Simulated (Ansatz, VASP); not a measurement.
**BN: VASP beside Ansatz**

Wanted: the spread between two codes on one cell, functional and k mesh. The cell is taken from a series of runs on this material, whose earlier steps may have relaxed, scaled, displaced or heated it; both programs get it as it stands.

Method: plane waves, with VASP 6.6.1 beside it; zone-centre phonons at LDA, in Ansatz 0.2.0.

**1. Starting point**

The structure is hexagonal, space group P6_3/mmc (No. 194). The conventional cell has a = 2.489 Å, b = 2.489 Å, c = 6.488 Å, α = 90.00°, β = 90.00°, γ = 120.00°. Nearest to B lie 3 N at 1.44 Å. N has 3 B at 1.44 Å nearest. Farther neighbours and most contacts between anions are not listed.

**2. Ansatz: zone-centre phonons, LDA**

Ansatz runs on norm-conserving files, of PseudoDojo where its log says so.

Second derivatives magnify differences that forces hide, and they need a tight electronic threshold.

input.yaml

```yaml
crystal:
  lattice:
    - [2.4891452804, 0.0, 0.0]
    - [-1.2445726402, 2.1556630466, 0.0]
    - [0.0, 0.0, 6.4880434129]
  atoms:
    - { symbol: B, position: [0.3333333333, 0.6666666667, 0.25] }
    - { symbol: B, position: [0.6666666667, 0.3333333333, 0.75] }
    - { symbol: "N", position: [0.3333333333, 0.6666666667, 0.75] }
    - { symbol: "N", position: [0.6666666667, 0.3333333333, 0.25] }
kpoints:
  mp_grid: { grid: [9, 9, 4] }
hamiltonian:
  xc: lda
  pseudopotentials: { kind: nc, accuracy: standard }
scf:
  occupations: { method: fixed }
output:
  eigenvalues: true
phonons:
  method: dfpt
  dielectric: true
  rigid_motions: translations
  qmesh: [3, 3, 1]
  temperatures: { t_max: 1000, t_step: 50 }
  qpath:
    path:
      - [[0.0, 0.0, 0.0], [0.5, 0.0, 0.0], [0.33333333, 0.33333333, 0.0], [0.0, 0.0, 0.0], [0.0, 0.0, 0.5], [0.5, 0.0, 0.5], [0.33333333, 0.33333333, 0.5], [0.0, 0.0, 0.5]]
      - [[0.5, 0.0, 0.5], [0.5, 0.0, 0.0]]
      - [[0.33333333, 0.33333333, 0.5], [0.33333333, 0.33333333, 0.0]]
    npoints: 10
```

Command:

```console
$ ansatz run input.yaml --threads 8 --pin off --max-ram 16384MiB --backend cpu --events-out ev --progress --plain --runs-dir out
```

Numbers of over 12 decimals in the logs are rounded to 6 here.

The log of the run:

```text
Warning: phonons: the dynamical matrix that this run interpolates holds no multipole term above the dipole-dipole one, and a site of this crystal is no centre of inversion, so its interpolated transverse optical and acoustic branches and sound speeds can stay off near Gamma, and the density of states and the thermodynamics with them. What a run solves at a wave vector of phonons.qpoints, Gamma apart, where the deck admits one, is free of this, and under fd what a larger phonons.supercell samples
Engine: ansatz 0.2.0, aarch64-unknown-linux-gnu
Pseudopotentials: kind: nc
Pseudopotential: B, nc, valence charge 3, recommended cutoff 1034.032677 eV (normal), B.nc.azcp (PseudoDojo's, or run here from an input of PseudoDojo's; its table is named by hamiltonian.pseudopotentials.accuracy)
Pseudopotential: N, nc, valence charge 5, recommended cutoff 1142.878222 eV (normal), N.nc.azcp (PseudoDojo's, or run here from an input of PseudoDojo's; its table is named by hamiltonian.pseudopotentials.accuracy)
Functional definition: SPW92
  exchange = slater_x
  correlation = pw_c
Crystal: 4 atoms, lattice volume = 34.813 Å³
Basis set: ecut = 1142.878222 eV, 3071 PW (Γ), exchange–correlation on 60×60×144 points (8 copies of the dense FFT grid, shifted against one another)
Bands: 12, of which v1, the nominal top of the filled ones, is band 8 counted from 1 (7 counted from 0)
Symmetry: 24 space group operations
k-points: 95 of 324 (irreducible under 2 space group operations, time reversal used)
Non-local potential: B, projectors of the file, l = 0: 2, l = 1: 2
Non-local potential: N, projectors of the file, l = 0: 2, l = 1: 2
Initial density: superposition of atomic densities (chi_scale 0.1, normalization cell, long waves kept (reshape's long-wave potential 0.01 eV rms))
Initial wavefunctions: pseudopotential atomic-orbital guess
Functional: x = slater, c = lda
SCF iter   1: F=—  HF=-733.523496 eV  |F-HF|=—  |Δ(HF+E_count)|=         —  Δρ=1.58e-1  dr2=8.24e0  ethr=3.10e-3  ⟨swp⟩=5.4  Hψ=6756  notcnv=0  defer=190
preconditioner: auto → none  [insulator: Δε(μ)=5.880 eV  Ē_g=17.214 eV  n_scr=4 (ndim 8)  ℏωp=25.2 eV  f_vac=0.000  ε∞_Penn≈3.1]
SCF iter   2: F=—  HF=-730.743322 eV  |F-HF|=—  |Δ(HF+E_count)|=    2.78e0  Δρ=6.93e-2  dr2=9.19e-1  ethr=3.10e-3  ⟨swp⟩=4.1  Hψ=3623  notcnv=0  defer=184
SCF iter   3: F=—  HF=-730.458943 eV  |F-HF|=—  |Δ(HF+E_count)|=   2.84e-1  Δρ=2.20e-2  dr2=9.87e-2  ethr=3.10e-3  ⟨swp⟩=3.3  Hψ=2661  notcnv=0  defer=187
SCF iter   4: F=—  HF=-730.430357 eV  |F-HF|=—  |Δ(HF+E_count)|=   2.86e-2  Δρ=8.04e-3  dr2=1.24e-2  ethr=6.17e-4  ⟨swp⟩=2.3  Hψ=1707  notcnv=0  defer=190
SCF iter   5: F=—  HF=-730.427078 eV  |F-HF|=—  |Δ(HF+E_count)|=   3.28e-3  Δρ=1.07e-3  dr2=2.21e-4  ethr=7.75e-5  ⟨swp⟩=3.4  Hψ=2133  notcnv=0  defer=190
SCF iter   6: F=—  HF=-730.427028 eV  |F-HF|=—  |Δ(HF+E_count)|=   4.91e-5  Δρ=1.20e-4  dr2=2.87e-6  ethr=1.38e-6  ⟨swp⟩=2.1  Hψ=1874  notcnv=0  defer=187
SCF iter   7: F=—  HF=-730.427028 eV  |F-HF|=—  |Δ(HF+E_count)|=   9.94e-8  Δρ=7.18e-6  dr2=6.74e-9  ethr=1.80e-8  ⟨swp⟩=2.2  Hψ=1859  notcnv=0  defer=177
SCF iter   8: F=—  HF=-730.427030 eV  |F-HF|=—  |Δ(HF+E_count)|=   1.55e-6  Δρ=8.72e-7  dr2=1.05e-10  ethr=4.21e-11  ⟨swp⟩=2.4  Hψ=1933  notcnv=0  defer=70
SCF iter   9: F=-730.427030 eV  HF=-730.427030 eV  |F-HF|=3.41e-13  |Δ(HF+E_count)|=  1.91e-11  Δρ=7.40e-8  dr2=6.70e-13  ethr=1.00e-12  ⟨swp⟩=10.0  Hψ=8732  notcnv=0
SCF 1 converged in 9 iterations: F = -730.427030 eV  dr2 = 6.70e-13
NSCF: frozen V_eff on 4 k-points
DFPT response loops at Γ: preconditioner auto → Resta (q_TF=auto, 2.397 Å⁻¹)  ε∞=3.8 (no band partly filled); β = 1.00, the filter's whole step (`scf.mixing.beta` (0.50) is not read by the response loops at its default; to damp them type it under 1.00, their step now; it binds the ground state too); Broyden in place of MSR1
── the response to a field inside a basis, on 10×10×4 k-points: an SCF that follows is theirs, and a resumed run solves both again ──
Bands: 9, of which v1, the nominal top of the filled ones, is band 8 counted from 1 (7 counted from 0)
k-points: 60 of 400 (irreducible under 8 space group operations)
Initial density: handed on by an earlier stage of this run
Initial wavefunctions: pseudopotential atomic-orbital guess (no wavefunctions were taken with the density)
Eigensolver: Dense (60 Hₖ)
SCF iter   1: F=—  HF=-730.424767 eV  |F-HF|=—  |Δ(HF+E_count)|=         —  Δρ=6.58e-5  dr2=1.71e-7  ethr=1.00e-1
preconditioner: auto → none  [insulator: Δε(μ)=4.222 eV  Ē_g=13.136 eV  n_scr=4 (ndim 8)  ℏωp=25.2 eV  f_vac=0.008  ε∞_Penn≈4.7]
SCF iter   2: F=-730.424767 eV  HF=-730.424767 eV  |F-HF|=7.18e-8  |Δ(HF+E_count)|=   2.11e-7  Δρ=3.29e-5  dr2=4.04e-8  ethr=1.07e-9
SCF 1 converged in 2 iterations: F = -730.424767 eV  dr2 = 4.04e-8
DFPT response loops at Γ: mixed as the last ones told, above
NSCF: frozen V_eff on 36 k-points
NSCF: frozen V_eff on 270 k-points
DFPT response loops at q = (0, 0.333333, 0) (fractional): preconditioner auto → none (the input reference at scf.mixing.eps_inf says where Resta's filter doesn't serve); β = 0.50; Broyden in place of MSR1
NSCF: frozen V_eff on 270 k-points
DFPT response loops at q = (0.333333, 0.333333, 0) (fractional): mixed as the last ones told, above
SCF converged after 9 iterations
Free energy (F): -730.427030 eV
Harris-Foulkes:  -730.427030 eV  (|F-HF|=3.41e-13)
Internal energy: -730.427030 eV  (E = F + TS)
E sigma→0 (E₀):  -730.427030 eV
Fermi energy:    4.798963 eV
--- Per-component energies (eV) ---
  E_band       = -36.861173
  E_kinetic    = 513.843313
  E_local      = -645.583846  (includes V_loc(G=0)·N_el)
  E_nonlocal   = -64.090702
  E_hartree    = 213.186722
  E_xc         = -234.930186
  E_vxc        = -267.403385  (∫ρ·V_xc dr)
  E_ewald      = -512.852331
  E_smearing   = -0.000000  (= −TS)
  E_closure    = 0.000000  (closes the sum)
  Σ components = -730.427030   (vs F -730.427030, Δ=0.00e0)
--- Band table (eV; the first three rows and the last of 95) ---
  k-point 0: bands = [... 4 lower, 3.4760, 3.4760, 3.5218, 3.5218, 9.9449, 15.1642, 16.4765, 16.4765]
  k-point 1: bands = [... 4 lower, 3.4827, 3.4827, 3.5150, 3.5150, 10.7117, 14.3292, 16.4981, 16.4981]
  k-point 2: bands = [... 4 lower, 3.4988, 3.4988, 3.4988, 3.4988, 12.4931, 12.4931, 16.5508, 16.5508]
  k-point 94: bands = [... 4 lower, -0.4637, -0.4637, 2.9000, 2.9000, 11.2202, 11.2202, 16.4577, 16.4577]
--- Phonons (Γ-DFPT): 4 representative perturbations + reference, on 95 of 324 k-points (Σ response iterations 14) ---
  k mesh reduced under 2 symmetry operations, with k and −k counted as one. Each operation leaves every solved perturbation unchanged. A smaller set is not considered because the run solves the response to a homogeneous field
  ASR residual: 5.365e-5 → 0.000e0 eV/Å²; symmetrization residual: 2.817e-6 eV/Å²
  ASR residual per site (eV/Å²): 1.51e-5 1.51e-5 5.37e-5 5.37e-5
  Γ frequencies (cm⁻¹): 0.00 0.00 0.00 50.25 50.25 113.21 756.55 817.36 1385.84 1385.84 1385.88 1385.88
  ε∞ (high-frequency dielectric tensor):
        4.844618     0.000000     0.000000
       -0.000000     4.844618     0.000000
        0.000000     0.000000     2.842753
  ε⁰ (static dielectric tensor: ions relaxed, cell fixed):
        6.599843    -0.000000     0.000000
       -0.000000     6.599843    -0.000000
        0.000000    -0.000000     3.382624
  ε⁰ − ε∞ (ionic part):
        1.755225    -0.000000     0.000000
       -0.000000     1.755225    -0.000000
        0.000000    -0.000000     0.539872
  softest optical mode at Γ: 50.25 cm⁻¹; the repairs (sum rule, projections) moved no ω² at Γ by more than (1.38 cm⁻¹)²
  Born effective charges Z* (e; rows j = field, columns β = displacement):
    site 0:
         2.69742   -0.00000    0.00000
        -0.00000    2.69742    0.00000
         0.00000    0.00000    0.81665
    site 1:
         2.69742    0.00000    0.00000
        -0.00000    2.69742    0.00000
         0.00000    0.00000    0.81665
    site 2:
        -2.69742   -0.00000    0.00000
         0.00000   -2.69742    0.00000
         0.00000    0.00000   -0.81665
    site 3:
        -2.69742    0.00000    0.00000
        -0.00000   -2.69742    0.00000
         0.00000    0.00000   -0.81665
  Z* charge neutrality: 8.739e-4 e pre-enforcement
  solved inside a basis spanned on kpoints, on 10×10×4 k-points, its susceptibility summed on 18×18×6: ε∞ is read to err by 1.3e-2, Z* by 9.2e-3 e (field_mesh: kpoints solves on kpoints); Z* is corrected for what the basis lacks
  optical modes at Γ without the LO–TO term, one row a degenerate level:
      ω (cm⁻¹)  modes    IR ((D/Å)²/amu)
         50.25      2             0.0000
        113.21      1             0.0000
        756.55      1             5.0437
[...]
optical modes at Γ + LO–TO along q̂ = [1.0000, 0.0000, 0.0000]:
      ω (cm⁻¹)  modes    IR ((D/Å)²/amu)
[...]
optical modes at Γ + LO–TO along q̂ = [0.0000, 1.0000, 0.0000]:
      ω (cm⁻¹)  modes    IR ((D/Å)²/amu)
[...]
1385.88      1            55.0259
       1617.56      1            55.0259
  optical modes at Γ + LO–TO along q̂ = [0.0000, 0.0000, 1.0000]:
      ω (cm⁻¹)  modes    IR ((D/Å)²/amu)
         50.25      2             0.0000
        113.21      1             0.0000
        817.36      1             0.0000
        825.26      1             5.0437
       1385.84      2             0.0000
       1385.88      2           110.0518
--- Phonons (arbitrary-q DFPT): 3 irreducible q on the 3×3×1 mesh ---
  q = [0.0000, 0.0000, 0.0000] (star 1, of the zone-centre solve; hermiticity 1.31e-7, symmetrization 1.64e-8): -0.00 -0.00 0.00 50.25 50.25 113.21 756.55 817.36 1385.84 1385.84 1385.88 1385.88
  q = [0.0000, 0.3333, 0.0000] (star 6, 6 solved perturbations on 135 of 324 k-point pairs; hermiticity 4.79e-8, symmetrization 2.43e-15): 209.50 215.26 487.15 490.14 668.90 710.72 911.16 913.38 1307.58 1308.76 1436.35 1472.47
  q = [0.3333, 0.3333, 0.0000] (star 2, 4 solved perturbations in 384 linear systems a pass and spin channel, the states on 135 of 324 k-point pairs; hermiticity 1.97e-8, symmetrization 2.71e-9): 326.99 326.99 580.83 580.83 874.17 878.77 1073.93 1073.93 1199.13 1199.13 1300.13 1304.68
  sum rule: each row above includes the acoustic sum rule's correction from the zone centre's row sums; it moved no ω² by more than (1.02 cm⁻¹)²
  mesh force constants: q→R imaginary residual 0.00e0; ASR residual 5.365e-5 → 0.000e0 eV/Å²; symmetrization residual 7.105e-14 eV/Å²
  interpolated dispersion: 94 rows × 12 modes
  density of states and harmonic sums: on the 30×30×10 q-mesh, interpolated from the force constants of a 3×3×1 supercell (with the dipole–dipole term)
  largest difference from the sums on the solved wave vectors: F 2.82e-2 eV, S 5.69e-5 and C_V 2.72e-5 eV/K
  zero-point energy: 0.622742 eV/cell   skipped modes (ω ≤ 0): 12, of them read as no rigid motion or as one in doubt: 9 (1.000e-2 modes/cell left out, lowest -18.62 cm⁻¹)   left out of the sums: 8.61e-4 of the cell's modes: C_V's classical limit lies that fraction below 3 k_B per atom; for a crystal, a wire or a layer, F and S can be off by more, and a phonons.interpolated_qmesh denser along its periods is the remedy for the sampling
```

(Continued in part 2 of 3.)

[Lines on the potential files, build, host, timing and source positions are cut from VASP's logs without a mark.]

[Logs are printed without paths, hosts, clocks, repeated set-up lines and the standing remarks that a program may print on its own settings, such as how far it seeks lower states.]

[Hosts, paths, dates, database ids (printed as entryN), source tags and the programs' standing remarks are cut or masked in the printed files.]
